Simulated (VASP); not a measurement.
A VASP calculation is set up with these files.

**KPOINTS**
```
Automatic mesh
0
Gamma
8 8 8
0 0 0
```

**INCAR**
```
# general
SYSTEM  = Cu3Sn
PREC    = Accurate
ENCUT   = 400
LREAL   = .False.   # projection in real space or not
LASPH   = .True.

# electronic loop
EDIFF   = 1E-6   # SCF stop (eV)
NELM    = 100   # most electronic steps
ALGO    = Normal   # blocked Davidson
LMAXMIX = 4   # l cut-off of mixed one-centre charges
LMIXTAU = .True.

# smearing
ISMEAR  = 1   # Methfessel-Paxton
SIGMA   = 0.1

# functional
METAGGA = R2SCAN

# ions
IBRION  = 2
NSW     = 60   # most ionic steps
ISIF    = 3   # ions, shape and volume
EDIFFG  = -0.02   # ionic stop

# output
LWAVE   = .False.
LCHARG  = .False.
```

POSCAR:
```
Cu3Sn
1
   -0.0000000000     3.0221269571     3.0221269571
    3.0221269571    -0.0000000000     3.0221269571
    3.0221269571     3.0221269571    -0.0000000000
Cu Sn
3 1
Direct
  0.5000000000   0.5000000000   0.5000000000
  0.7500000000   0.7500000000   0.7500000000
  0.2500000000   0.2500000000   0.2500000000
  0.0000000000   0.0000000000   0.0000000000
```

POTCAR, in this order: Cu Sn_d (PBE.64 set). Program: vasp_std.

Question: Translate this r2SCAN calculation to Ansatz.

Answer: One equivalent input (not run):
Ansatz 0.2 input:
```yaml
crystal:
  lattice:
    - [0.0000000, 3.0221270, 3.0221270]
    - [3.0221270, 0.0000000, 3.0221270]
    - [3.0221270, 3.0221270, 0.0000000]
  atoms:
    - { symbol: Cu, position: [0.5000000, 0.5000000, 0.5000000] }
    - { symbol: Cu, position: [0.7500000, 0.7500000, 0.7500000] }
    - { symbol: Cu, position: [0.2500000, 0.2500000, 0.2500000] }
    - { symbol: Sn, position: [0.0000000, 0.0000000, 0.0000000] }
kpoints:
  mp_grid: { grid: [8, 8, 8] }
hamiltonian:
  xc: r2scan
  pseudopotentials: { kind: paw }
scf:
  occupations: { method: methfessel_paxton, width: 0.1 }
  max_iter: 100
relax:
  max_steps: 60
  f_tol: 0.02
  cell: {}
output: { forces: true, stress: true, eigenvalues: true }
```
The two are equivalent in intent, not identical: each code has its own PAW files, so the cut-off isn't converted (ENCUT is set for VASP's; basis.ecutwfc is left out, and Ansatz then takes the one that its files recommend); Ansatz stops its SCF on the density residual and VASP on the energy change (EDIFF).

The structure comes from a computed database's Cu3Sn entry (Fm-3m); how it stands against other phases isn't given here. This run relaxes it. Symmetry was kept, so distortions that lower it aren't found. The start is the result of an earlier pass.
